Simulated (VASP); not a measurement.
All values below come from r2SCAN meta-GGA, VASP's PBE PAW potentials (set 64) (plane waves; VASP).

A VASP calculation is set up with these files.

### POSCAR
```
WC
1
   -0.0000000000     2.1851386174     2.1851386174
    2.1851386174     0.0000000000     2.1851386174
    2.1851386174     2.1851386174     0.0000000000
C W
1 1
Direct
  0.0000000000   0.0000000000   0.0000000000
  0.5000000000   0.5000000000   0.5000000000
```

**KPOINTS_OPT**
```
k-points along high-symmetry lines
10
Line-mode
Reciprocal
  0.000000   0.000000   0.000000 ! GAMMA
  0.500000   0.000000   0.500000 ! X

  0.500000   0.000000   0.500000 ! X
  0.625000   0.250000   0.625000 ! U

  0.375000   0.375000   0.750000 ! K
  0.000000   0.000000   0.000000 ! GAMMA

  0.000000   0.000000   0.000000 ! GAMMA
  0.500000   0.500000   0.500000 ! L

  0.500000   0.500000   0.500000 ! L
  0.500000   0.250000   0.750000 ! W

  0.500000   0.250000   0.750000 ! W
  0.500000   0.000000   0.500000 ! X
```

**KPOINTS**
```
Automatic mesh
0
Gamma
16 16 16
0 0 0
```

**INCAR**
```
# general
SYSTEM   =  WC
PREC     =  Accurate
ENCUT    =  520
LREAL    =  .FALSE.   # projection in real space or not
LASPH    =  .TRUE.   # aspherical one-centre terms

# electronic loop
EDIFF    =  1E-7   # SCF stop (eV)
NELM     =  100
ALGO     =  Normal
LMAXMIX  =  6
LMIXTAU  =  .TRUE.

# smearing
ISMEAR   =  -5   # tetrahedra, Bloechl

# functional
METAGGA  =  R2SCAN

# ions
ISIF     =  2   # forces and stress, cell fixed

# output
LWAVE    =  .FALSE.
LCHARG   =  .FALSE.
LORBIT   =  11   # lm-projected
NEDOS    =  601
```

POTCAR, in this order: C W_sv (PBE.64 set). Program: vasp_std.

Output of the run:

**OUTCAR**
```
 ion  position               nearest neighbor table
   1  0.000  0.000  0.000-   2 2.19   2 2.19   2 2.19   2 2.19   2 2.19   2 2.19
   2  0.500  0.500  0.500-   1 2.19   1 2.19   1 2.19   1 2.19   1 2.19   1 2.19
  LATTYP: Found a face centered cubic cell.
 ALAT       =     4.3702772348
 Subroutine PRICEL returns:
 Original cell was already a primitive cell.
 Subroutine GETGRP returns: Found 48 space group operations
The static configuration has the point symmetry O_h .
The dynamic configuration has the point symmetry O_h .
 Subroutine INISYM returns: Found 48 space group operations
 Subroutine IBZKPT returns following result:
 Found    145 irreducible k-points:

 Following reciprocal coordinates:
            Coordinates               Weight
  0.000000  0.000000  0.000000      1.000000
  0.062500  0.000000  0.000000      8.000000
  0.125000  0.000000  0.000000      8.000000
  0.187500  0.000000  0.000000      8.000000
  0.250000  0.000000  0.000000      8.000000
  0.312500  0.000000  0.000000      8.000000
  0.375000  0.000000  0.000000      8.000000
  0.437500  0.000000  0.000000      8.000000
  0.500000  0.000000  0.000000      4.000000
  0.062500  0.062500  0.000000      6.000000
  0.125000  0.062500  0.000000     24.000000
  0.187500  0.062500  0.000000     24.000000
  0.250000  0.062500  0.000000     24.000000
  0.312500  0.062500  0.000000     24.000000
  0.375000  0.062500  0.000000     24.000000
  0.437500  0.062500  0.000000     24.000000
  0.500000  0.062500  0.000000     24.000000
 -0.437500  0.062500  0.000000     24.000000
 -0.375000  0.062500  0.000000     24.000000
 -0.312500  0.062500  0.000000     24.000000
 -0.250000  0.062500  0.000000     24.000000
 -0.187500  0.062500  0.000000     24.000000
 -0.125000  0.062500  0.000000     24.000000
 -0.062500  0.062500  0.000000     12.000000
...
```

OSZICAR:
```
       N       E                     dE             d eps       ncg     rms          rms(c)
DAV:   1     0.904994992033E+02    0.90499E+02   -0.11874E+04  3778   0.164E+03
DAV:   2    -0.634488502996E+02   -0.15395E+03   -0.15063E+03  4250   0.409E+02
DAV:   3    -0.681299974967E+02   -0.46811E+01   -0.46083E+01  4572   0.662E+01
DAV:   4    -0.681862248054E+02   -0.56227E-01   -0.56188E-01  4100   0.729E+00
DAV:   5    -0.681867382324E+02   -0.51343E-03   -0.51634E-03  4545   0.711E-01    0.335E+01
DAV:   6    -0.599963890748E+02    0.81903E+01   -0.12617E+01  4301   0.394E+01    0.606E+00
DAV:   7    -0.605542429829E+02   -0.55785E+00   -0.57762E-01  3860   0.816E+00    0.577E+00
DAV:   8    -0.604312786365E+02    0.12296E+00   -0.29385E-01  4225   0.537E+00    0.132E+00
DAV:   9    -0.606223599763E+02   -0.19108E+00   -0.12097E-01  4055   0.338E+00    0.738E-01
DAV:  10    -0.606212174147E+02    0.11426E-02   -0.20601E-02  4080   0.117E+00    0.345E-01
DAV:  11    -0.606250196978E+02   -0.38023E-02   -0.10415E-03  3955   0.376E-01    0.208E-01
DAV:  12    -0.606257718848E+02   -0.75219E-03   -0.84765E-04  3995   0.324E-01    0.637E-02
DAV:  13    -0.606259282201E+02   -0.15634E-03   -0.28052E-04  4500   0.139E-01    0.312E-02
DAV:  14    -0.606259451155E+02   -0.16895E-04   -0.10460E-05  4245   0.321E-02    0.316E-02
DAV:  15    -0.606259448962E+02    0.21931E-06   -0.69960E-06  4255   0.244E-02    0.111E-02
DAV:  16    -0.606259530134E+02   -0.81173E-05   -0.52232E-06  3990   0.249E-02    0.786E-03
DAV:  17    -0.606259564209E+02   -0.34075E-05   -0.78705E-07  4290   0.764E-03    0.386E-03
DAV:  18    -0.606259550521E+02    0.13689E-05   -0.76402E-08  1935   0.239E-03    0.111E-03
DAV:  19    -0.606259555798E+02   -0.52773E-06   -0.16448E-07  2217   0.455E-03    0.679E-04
DAV:  20    -0.606259557694E+02   -0.18959E-06   -0.23588E-08  1885   0.150E-03    0.403E-04
DAV:  21    -0.606259556733E+02    0.96124E-07   -0.45862E-09  1885   0.821E-04
   1 F= -.60625956E+02 E0= -.60625956E+02  d E =0.000000E+00
       N       E                     dE             ncg
```

File OUTCAR:
```
------------------------ aborting loop because EDIFF is reached ----------------------------------------
  FORCE on cell =-STRESS in cart. coord.  units (eV):
  Direction    XX          YY          ZZ          XY          YZ          ZX
  --------------------------------------------------------------------------------------
  Total        0.0231630      0.0231630      0.0231630      0.0000000     -0.0000000     -0.0000000
  in kB        1.7784393      1.7784393      1.7784393      0.0000000     -0.0000000     -0.0000000
  external PRESSURE =       1.7784393 kB  Pullay stress =       0.0000000 kB
  volume of cell :       20.87
      direct lattice vectors                 reciprocal lattice vectors
     0.000000000  2.185138617  2.185138617    -0.228818436  0.228818436  0.228818436
     2.185138617  0.000000000  2.185138617     0.228818436 -0.228818436  0.228818436
     2.185138617  2.185138617  0.000000000     0.228818436  0.228818436 -0.228818436
 POSITION                                       TOTAL-FORCE (eV/Angst)
 -----------------------------------------------------------------------------------
      0.00000      0.00000      0.00000        -0.000000      0.000000     -0.000000
      2.18514      2.18514      2.18514         0.000000     -0.000000      0.000000
 -----------------------------------------------------------------------------------
    total drift:                                0.000000     -0.000000      0.000000
  FREE ENERGIE OF THE ION-ELECTRON SYSTEM (eV)
  ---------------------------------------------------
  free  energy   TOTEN  =       -60.6259556733 eV

  energy  without entropy=      -60.6259556733  energy(sigma->0) =      -60.62595567

 total charge

# of ion       s       p       d       tot
------------------------------------------
    1        0.874   1.588   0.000   2.462
    2        2.301   6.368   3.392  12.060
--------------------------------------------------
tot          3.175   7.956   3.392  14.522
```
(Selected blocks of OUTCAR.)

For a metal the tetrahedron method with Blöchl corrections gives inexact stress and forces.

The structure was generated: WC was put into the rocksalt type (Fm-3m), which need not be its known phase. It was relaxed first, which changed the volume by -13 %. VASP warned that the highest band is occupied, so more bands are needed.
